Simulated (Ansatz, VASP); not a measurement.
**GaSb: VASP beside Ansatz**

Wanted: the spread between two codes on one cell, functional and k mesh. The structure shown comes from an earlier run, which isn't shown and may have moved the atoms alone.

Program: Ansatz 0.2.0. Level of theory: plane waves, with VASP 6.6.1 beside it; LDA. Results are calculated unless marked as measured.

### Step 1. Starting point

It takes space group F-43m (No. 216, cubic). Conventional cell: a = 6.240 Å, b = 6.240 Å, c = 6.240 Å, α = 90.00°, β = 90.00°, γ = 90.00°. Nearest to Ga lie 4 Sb at 2.70 Å. Sb has 4 Ga at 2.70 Å nearest. Farther neighbours are not listed.

### Step 2. Ansatz: elastic constants, LDA

Ansatz runs on its default PAW (the set named soft_2) files.

Elastic constants are differences of stresses under small strains, so they test the stress and the mesh.

Contents of input.yaml:

```yaml
crystal:
  lattice:
    - [0.0, 3.12018, 3.12018]
    - [3.12018, 0.0, 3.12018]
    - [3.12018, 3.12018, 0.0]
  atoms:
    - { symbol: Ga, position: [0.0, 0.0, 0.0] }
    - { symbol: Sb, position: [0.25, 0.25, 0.25] }
kpoints:
  mp_grid: { grid: [10, 10, 10] }
hamiltonian:
  xc: lda
scf:
  occupations: { method: gaussian, width: 0.1 }
output:
  forces: true
  stress: true
  eigenvalues: true
elastic:
  mode: relaxed_ion
  stencil: two_point
```

Launch:

```
$ ansatz run input.yaml --threads 4 --pin off --max-ram 8192MiB --backend cpu --events-out ev --progress --plain --runs-dir out
```

Numbers of over 12 decimals in the logs are rounded to 6 here.

Output:

```text
Engine: ansatz 0.2.0, aarch64-unknown-linux-gnu
Pseudopotentials: kind: paw
Pseudopotential: Ga, paw, valence charge 13, recommended cutoff 420 eV (normal), Ga.paw.azcp
Pseudopotential: Sb, paw, valence charge 15, recommended cutoff 420 eV (normal), Sb.paw.azcp
Functional definition: SPW92
  exchange = slater_x
  correlation = pw_c
Crystal: 2 atoms, lattice volume = 60.753 Å³
Basis set: ecut = 420 eV, 1243 PW (Γ)
Bands: 18, of which v1, the nominal top of the filled ones, is band 14 counted from 1 (13 counted from 0)
Symmetry: 24 space group operations
Space group: F-43m (ITA 216), of the structure as read, at distance tolerance 3.9e-5 Å
k-points: 47 of 1000 (time reversal used)
Non-local potential: Ga, projectors of the file, l = 0: 2, l = 1: 2, l = 2: 3, l = 3: 1
Non-local potential: Sb, projectors of the file, l = 0: 2, l = 1: 2, l = 2: 2, l = 3: 2
PAW form: soft (Blöchl's): semilocal exchange-correlation on the pseudo side does not see the compensation charge
PAW frozen core: Ga, regenerated for the run's functional, and the local potential with it (the file was generated under x = pbe(κ = 0.804, μ = 0.219515), c = pbe(β = 0.066725))
PAW frozen core: Sb, regenerated for the run's functional, and the local potential with it (the file was generated under x = pbe(κ = 0.804, μ = 0.219515), c = pbe(β = 0.066725))
PAW one-centre angular grid: Ga, 590 points (default); XC on 64 Gauss nodes
PAW one-centre angular grid: Sb, 590 points (default); XC on 64 Gauss nodes
Initial density: superposition of atomic densities (neutral atoms: chi_scale 0, normalization atom), corrected by the library's trained network
Initial wavefunctions: pseudopotential atomic-orbital guess
Functional: x = slater, c = lda
SCF iter   1: F=—  HF=-10042.978684 eV  |F-HF|=—  |Δ(HF+E_count)|=         —  Δρ=5.69e-3  dr2=9.77e-3  ethr=1.77e-3  ⟨swp⟩=6.0  Hψ=4338  notcnv=0
preconditioner: auto → none  [insulator: Δε(μ)=0.146 eV  Ē_g=14.334 eV  σ=0.100 eV  W_gap=0.59  n_scr=14 (ndim 8)  ℏωp=20.2 eV  f_vac=0.108  D(μ)=0.05/eV (n_scr^D=0)  ε∞_Penn≈3.0]
SCF iter   2: F=—  HF=-10042.974717 eV  |F-HF|=—  |Δ(HF+E_count)|=   3.97e-3  Δρ=2.26e-3  dr2=1.18e-3  ethr=3.49e-5  ⟨swp⟩=2.6  Hψ=1864  notcnv=0
SCF iter   3: F=—  HF=-10042.974710 eV  |F-HF|=—  |Δ(HF+E_count)|=   7.31e-6  Δρ=6.52e-4  dr2=1.70e-4  ethr=4.20e-6  ⟨swp⟩=2.1  Hψ=1283  notcnv=0
SCF iter   4: F=—  HF=-10042.974690 eV  |F-HF|=—  |Δ(HF+E_count)|=   2.01e-5  Δρ=2.09e-4  dr2=1.72e-5  ethr=6.07e-7  ⟨swp⟩=2.0  Hψ=1268  notcnv=0
SCF iter   5: F=—  HF=-10042.974682 eV  |F-HF|=—  |Δ(HF+E_count)|=   7.85e-6  Δρ=2.46e-5  dr2=2.78e-7  ethr=6.13e-8  ⟨swp⟩=2.0  Hψ=1268  notcnv=0
SCF iter   6: F=—  HF=-10042.974684 eV  |F-HF|=—  |Δ(HF+E_count)|=   1.89e-6  Δρ=5.96e-6  dr2=1.86e-8  ethr=9.93e-10  ⟨swp⟩=2.0  Hψ=1487  notcnv=0
SCF iter   7: F=—  HF=-10042.974684 eV  |F-HF|=—  |Δ(HF+E_count)|=   5.43e-9  Δρ=1.35e-6  dr2=6.08e-10  ethr=6.63e-11  ⟨swp⟩=2.0  Hψ=1505  notcnv=0
SCF iter   8: F=—  HF=-10042.974684 eV  |F-HF|=—  |Δ(HF+E_count)|=  3.29e-10  Δρ=1.47e-7  dr2=9.03e-12  ethr=2.17e-12  ⟨swp⟩=2.0  Hψ=1506  notcnv=0
SCF iter   9: F=—  HF=-10042.974684 eV  |F-HF|=—  |Δ(HF+E_count)|=  1.82e-12  Δρ=1.94e-8  dr2=1.23e-13  ethr=3.23e-14 (applied; sched 1.00e-12)  ⟨swp⟩=3.0  Hψ=1558  notcnv=0
SCF iter  10: F=-10042.974684 eV  HF=-10042.974684 eV  |F-HF|=0.00e0  |Δ(HF+E_count)|=  1.82e-12  Δρ=6.69e-10  dr2=2.45e-16  ethr=1.00e-12  ⟨swp⟩=4.0  Hψ=2795  notcnv=0
SCF 1 converged in 10 iterations: F = -10042.974684 eV  dr2 = 2.45e-16
  greatest PAW one-centre occupation: 0.998 electrons in one spin orbital (limit 2), on the Sb atom at site 1 (counted from 0), in its partial waves of l = 2
Crystal: 2 atoms, lattice volume = 60.632 Å³
Symmetry: 8 space group operations
k-points: 102 of 1000 (time reversal used)
Initial density: handed on by an earlier stage of this run
Initial wavefunctions: those handed on with the density
iter 1 solved again at ethr=3.32e-8 eV; its pass at ethr=3.10e-3 eV (dr2=9.29e-6 eV) is discarded
SCF iter   1: F=—  HF=-10042.977795 eV  |F-HF|=—  |Δ(HF+E_count)|=         —  Δρ=8.62e-5  dr2=4.73e-6  ethr=3.32e-8  ⟨swp⟩=3.4  Hψ=11280  notcnv=0
preconditioner: auto → none  [insulator: Δε(μ)=0.161 eV  Ē_g=14.340 eV  σ=0.100 eV  W_gap=0.60  n_scr=14 (ndim 8)  ℏωp=20.2 eV  f_vac=0.092  D(μ)=0.05/eV (n_scr^D=0)  ε∞_Penn≈3.0]
SCF iter   2: F=—  HF=-10042.977794 eV  |F-HF|=—  |Δ(HF+E_count)|=   7.09e-7  Δρ=3.99e-5  dr2=8.30e-7  ethr=1.69e-8  ⟨swp⟩=1.0  Hψ=1850  notcnv=0
SCF iter   3: F=—  HF=-10042.977794 eV  |F-HF|=—  |Δ(HF+E_count)|=   8.04e-8  Δρ=9.92e-6  dr2=8.16e-8  ethr=2.96e-9  ⟨swp⟩=2.3  Hψ=2730  notcnv=0
SCF iter   4: F=—  HF=-10042.977794 eV  |F-HF|=—  |Δ(HF+E_count)|=   3.76e-8  Δρ=2.92e-6  dr2=3.46e-9  ethr=2.91e-10  ⟨swp⟩=2.0  Hψ=2755  notcnv=0
[...]
SCF iter   3: F=—  HF=-10042.974658 eV  |F-HF|=—  |Δ(HF+E_count)|=   8.55e-9  Δρ=2.43e-6  dr2=3.22e-9  ethr=2.42e-10  ⟨swp⟩=2.0  Hψ=4620  notcnv=0
SCF iter   4: F=—  HF=-10042.974658 eV  |F-HF|=—  |Δ(HF+E_count)|=  6.35e-10  Δρ=5.69e-7  dr2=9.20e-11  ethr=1.15e-11  ⟨swp⟩=2.0  Hψ=5473  notcnv=0
SCF iter   5: F=—  HF=-10042.974658 eV  |F-HF|=—  |Δ(HF+E_count)|=  5.28e-11  Δρ=1.25e-7  dr2=6.08e-12  ethr=3.29e-13 (applied; sched 1.00e-12)  ⟨swp⟩=2.0  Hψ=5427  notcnv=0
SCF iter   6: F=—  HF=-10042.974658 eV  |F-HF|=—  |Δ(HF+E_count)|=  3.64e-12  Δρ=2.20e-8  dr2=1.70e-13  ethr=2.17e-14 (applied; sched 1.00e-12)  ⟨swp⟩=2.0  Hψ=4563  notcnv=0
SCF iter   7: F=-10042.974658 eV  HF=-10042.974658 eV  |F-HF|=0.00e0  |Δ(HF+E_count)|=    0.00e0  Δρ=1.11e-8  dr2=8.23e-14  ethr=1.00e-12  ⟨swp⟩=5.0  Hψ=11492  notcnv=0
SCF 6 converged in 7 iterations: F = -10042.974658 eV  dr2 = 8.23e-14
relax step   3: F+E_penalty+E_count = -10042.97465780 eV  Δ(F+E_penalty+E_count) = -4.329e-6 eV  max|allowed force component| = 5.403e-9 eV/Å  Δτ_max = 0.0006 Å  (7 SCF iters, accepted)
[...]
relax step   1: F+E_penalty+E_count = -10042.97465132 eV  Δ(F+E_penalty+E_count) = +0.000e0 eV  max|allowed force component| = 9.083e-3 eV/Å  Δτ_max = 0.0000 Å  (10 SCF iters, accepted)
[...]
relax step   2: F+E_penalty+E_count = -10042.97465780 eV  Δ(F+E_penalty+E_count) = -6.479e-6 eV  max|allowed force component| = 4.596e-8 eV/Å  Δτ_max = 0.0007 Å  (7 SCF iters, accepted)
iter 1 solved again at ethr=1.00e-12 eV; its pass at ethr=3.10e-3 eV (dr2=1.15e-13 eV) is discarded
SCF iter   1: F=—  HF=-10042.974658 eV  |F-HF|=—  |Δ(HF+E_count)|=         —  Δρ=1.29e-8  dr2=7.21e-14  ethr=1.00e-12  ⟨swp⟩=2.5  Hψ=17082  notcnv=0
SCF iter   2: F=-10042.974658 eV  HF=-10042.974658 eV  |F-HF|=3.64e-12  |Δ(HF+E_count)|=  7.28e-12  Δρ=6.05e-9  dr2=1.32e-14  ethr=1.00e-12  ⟨swp⟩=5.0  Hψ=11532  notcnv=0
SCF 10 converged in 2 iterations: F = -10042.974658 eV  dr2 = 1.32e-14
SCF converged after 10 iterations
Free energy (F): -10042.974684 eV
Harris-Foulkes:  -10042.974684 eV  (|F-HF|=0.00e0)
Internal energy: -10042.974440 eV  (E = F + TS)
E sigma→0 (E₀):  -10042.974562 eV
Entropy (-TS):   -0.000244 eV (-0.122 meV/atom)
Fermi energy:    6.669229 eV
--- Per-component energies (eV) ---
  E_band       = -288.122313
  E_kinetic    = 323.284088
  E_local      = -4002.177870  (includes V_loc(G=0)·N_el)
  E_nonlocal   = 792.811653
  E_hartree    = 1831.264873
  E_xc         = -205.761482
  E_vxc        = -154.740514  (∫ρ·V_xc dr)
  E_paw        = -6339.664120  (= ΣΔE_a)
  E_vpaw       = -909.829294  (= ΣTr[D̂ρ^β])
  E_aug_tail   = -0.000123  (compensation charges beyond the density's cutoff)
  E_ewald      = -2445.018763
  E_core_change = 2.287303  (= ΣΔE_core)
  E_smearing   = -0.000244  (= −TS)
  E_closure    = -0.000000  (closes the sum)
  Σ components = -10042.974684   (vs F -10042.974684, Δ=0.00e0)
--- Forces (eV/Å), atoms counted from 1 ---
  atom   1  Ga     0.00000000    -0.00000000    -0.00000000
  atom   2  Sb    -0.00000000     0.00000000     0.00000000
  max |Σ_I F_I| component: 2.08e-17 eV/Å
--- Stress (GPa, compression-positive) ---
       -4.163837      -0.000000      -0.000000
        0.000000      -4.163837       0.000000
        0.000000       0.000000      -4.163837
  P = ⅓ Tr σ = -4.1638 GPa (-41.638 kbar)
--- Band table (eV; the first three rows and the last of 47) ---
  k-point 0: bands = [... 10 lower, -4.5036, 6.0548, 6.6402, 6.6402, 6.6402, 9.4226, 9.4226, 9.4226]
  k-point 1: bands = [... 10 lower, -4.4087, 4.8606, 6.4864, 6.4864, 7.2894, 9.6379, 9.6379, 9.7094]
  k-point 2: bands = [... 10 lower, -4.1334, 3.3545, 6.1646, 6.1646, 7.3118, 10.0623, 10.0623, 10.7730]
  k-point 46: bands = [... 10 lower, -2.2813, 0.1575, 3.6078, 3.8039, 9.5644, 9.9500, 11.8328, 11.8941]
--- Elastic constants: 2 strain directions × 2 members + reference (group order 24) ---
  dense FFT box of the reference and of every strained cell: 30×30×30
  strains applied: 11, 23; error gains: componentwise 1.00 (the most a stress slope's error grows in a printed constant), spectral 1.73 (1 for all six strains in a standard setting)
  C = ∂σ_k/∂η_j (tension-positive GPa; Voigt order 11 22 33 23 13 12):
        63.713     19.971     19.971      0.000      0.000      0.000
        19.971     63.713     19.971      0.000     -0.000      0.000
        19.971     19.971     63.713      0.000      0.000     -0.000
        -0.000     -0.000     -0.000     35.281      0.000     -0.000
         0.000      0.000      0.000     -0.000     35.281      0.000
         0.000     -0.000     -0.000     -0.000      0.000     35.281
  reference stress σ⁰ (GPa):      4.164      4.164      4.164     -0.000      0.000     -0.000
  C* (energy form; C + prestress term) asymmetry max|C*_kj − C*_jk| = 1.066e-14 GPa — a small one proves nothing (zero by symmetry where the batch's group is 432, −43m or m−3m); a large one is finite-difference/SCF noise where every solve meets its electron count
  moduli (Voigt/Reuss/Hill, GPa): K = 34.55/34.55/34.55   G = 29.92/28.33/29.12   E = 68.21   ν = 0.171
  mechanically stable: yes (min eigenvalue of sym C = 35.28 GPa)
  strain η (Voigt 11):  stress-route row diagonal C_11 = 63.71 GPa, energy-path curvature d²(F+E_count+ΔE)/dδ²/Ω₀ = 64.09 GPa
         δ    σ_11 (GPa)             F (eV)   n_scf  n_hpsi   n_pw
    -2.000e-3       4.0360      -10042.9777942       8   35245   1243   relax 0 steps, max|allowed force component| 5.55e-17 eV/Å
     2.000e-3       4.2908      -10042.9714766       6   26772   1243   relax 0 steps, max|allowed force component| 5.55e-17 eV/Å
  strain η (Voigt 23):  stress-route row diagonal C_44 = 35.28 GPa, energy-path curvature d²(F+E_count+ΔE)/dδ²/Ω₀ = 33.54 GPa
         δ    σ_23 (GPa)             F (eV)   n_scf  n_hpsi   n_pw
    -2.000e-3      -0.0706      -10042.9746578       2   30703   1243   relax 3 steps, max|allowed force component| 5.40e-9 eV/Å
     2.000e-3       0.0706      -10042.9746578       2   30471   1243   relax 2 steps, max|allowed force component| 4.60e-8 eV/Å
```

(Continued in part 2 of 2.)

[Lines on the potential files, build, host, timing and source positions are cut from VASP's logs without a mark.]

[Logs are printed without paths, hosts, clocks, repeated set-up lines and the standing remarks that a program may print on its own settings, such as how far it seeks lower states.]

[Hosts, paths, dates, database ids (printed as entryN), source tags and the programs' standing remarks are cut or masked in the printed files.]
